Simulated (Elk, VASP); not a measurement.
The input files of a VASP run:

**KPOINTS**
```
Automatic mesh
0
Gamma
2 2 2
0 0 0
```

File POSCAR:
```
KCdF3
4.382090
  1.0000000000   0.0000000000   0.0000000000
  0.0000000000   1.0000000000   0.0000000000
  0.0000000000   0.0000000000   1.0000000000
K Cd F
1 1 3
direct
  0.0000000000   0.0000000000   0.0000000000
  0.5000000000   0.5000000000   0.5000000000
  0.0000000000   0.5000000000   0.5000000000
  0.5000000000   0.0000000000   0.5000000000
  0.5000000000   0.5000000000   0.0000000000
```

### INCAR
```
SYSTEM=KCdF3
LREAL=.FALSE.   # projection in real space or not
NELM=100
ENCUT=400   # plane-wave cut-off (eV)
GGA=PS
LMAXMIX=4   # l cut-off of mixed one-centre charges
LASPH=.TRUE.   # aspherical one-centre terms
SIGMA=0.05
LWAVE=.FALSE.
PREC=Accurate
ISIF=2   # forces and stress, cell fixed
ISMEAR=-1
LCHARG=.FALSE.
ALGO=Normal   # blocked Davidson
EDIFF=1E-6   # SCF stop (eV)
```

POTCAR, in this order: K_sv Cd F (PBE.64 set). Program: vasp_std.

Task: Translate it to Elk.

Result: One input that does it (PBEsol, all-electron FP-LAPW, Elk's shipped species files, APW+lo basis with extra local orbitals):
```
tasks
  0

xctype
  22

rgkmax
  8.0

gmaxvr
  16.0

nxlo
  2

lorbcnd
  .true.

rmtscf
  0.84

lmaxi
  2

swidth
  0.00183747

maxscl
  100

scale
  1.889726125

avec
    4.3820900000    0.0000000000    0.0000000000
    0.0000000000    4.3820900000    0.0000000000
    0.0000000000    0.0000000000    4.3820900000

sppath
  './'

atoms
  3
  'K.in'
  1
  0.0000000000  0.0000000000  0.0000000000    0.0 0.0 0.0
  'Cd.in'
  1
  0.5000000000  0.5000000000  0.5000000000    0.0 0.0 0.0
  'F.in'
  3
  0.0000000000  0.5000000000  0.5000000000    0.0 0.0 0.0
  0.5000000000  0.0000000000  0.5000000000    0.0 0.0 0.0
  0.5000000000  0.5000000000  0.0000000000    0.0 0.0 0.0

ngridk
  2 2 2
```
Both inputs were run and reached self-consistency, which says nothing on mesh or cut-off. Potentials, basis and cut-offs are each code's own, so they don't translate, and total energies aren't comparable.

VASP also gives the stress here, which the Elk input doesn't ask for.

The structure comes from a computed database's KCdF3 entry (Pm-3m); how it stands against other phases isn't given here. The cell was not relaxed at this level, and it may have been scaled.
